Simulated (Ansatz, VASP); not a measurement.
## Two plane-wave programs on MgCdO

```
Mg Cd O
1.0
     3.91242    0.00000    0.00000
    -1.95621    3.38825    0.00000
     0.00000    0.00000    3.89609
Mg Cd O
1 1 1
Direct
  0.00000 0.00000 0.50000
  0.33333 0.66667 0.00000
  0.66667 0.33333 0.00000
```

Change from the starting cell: species swapped into the TbNiAs type (P-6m2, No. 187).

Alike in both runs: functional PBE; k mesh 6 × 6 × 6; occupations gaussian, width 0.1 eV; no spin polarisation.

Ansatz relaxed the structure, and its values are those at the end. VASP's run is a single point on that final structure, the one shown.

|  | VASP | Ansatz |
| --- | --- | --- |
| version | VASP 6.6.1 | Ansatz 0.2.0 |
| potentials or method | VASP PAW PBE potentials, release 64 (Mg, Cd, O) | scalar-relativistic, plane waves, PAW |
| plane-wave cutoff (eV) | 520 | 420 |
| valence electrons in the cell | 20 | 36 |

Ansatz gave:

| Quantity | Value |
| --- | --- |
| gap on the k mesh at the Fermi level (eV) | none |
| pressure (GPa) | 0.1 |

What did VASP give for the same quantities?

gap on the k mesh at the Fermi level (eV): none; pressure (GPa): 0.6.

A gap of «none» marks a metal or a gap that the smearing closes. The two sets of potentials don't hold the same shells in valence.
